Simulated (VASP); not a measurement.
Consider the following.

```xyz
6
Lattice="4.2025 0.0000 0.0000 0.0000 4.2025 0.0000 0.0000 0.0000 2.6880" Properties=species:S:1:pos:R:3 pbc="T T T"
Si     4.2025     0.0000     0.0000
Si     2.1013     2.1013     1.3440
O      1.2857     1.2857     0.0000
O      3.3870     0.8156     1.3440
O      0.8156     3.3870     1.3440
O      2.9168     2.9168     0.0000
```

The numbers are results of revTPSS meta-GGA, VASP's PBE PAW potentials (set 64) (plane waves; VASP 6.6.1), not measurements. Numerical set-up: 520 eV cut-off, 6×6×9 Γ-centred mesh, tetrahedra with Blöchl corrections, potentials Si O.

Question: Predict the energy per atom (σ→0), band gap (over mesh and band path) with the smallest direct gap where there is one.

Answer: 
| Quantity | Result |
|---|---|
| band gap (over mesh and band path) | 5.49 eV |
| smallest direct gap (over mesh and band path) | 5.49 eV |
| energy per atom (σ→0) | -9.283 eV/atom |

Total energies compare only between runs with the same potentials, cut-off and functional.

The compound is SiO2 in the rutile structure, stishovite, a high-pressure form. It was relaxed first.
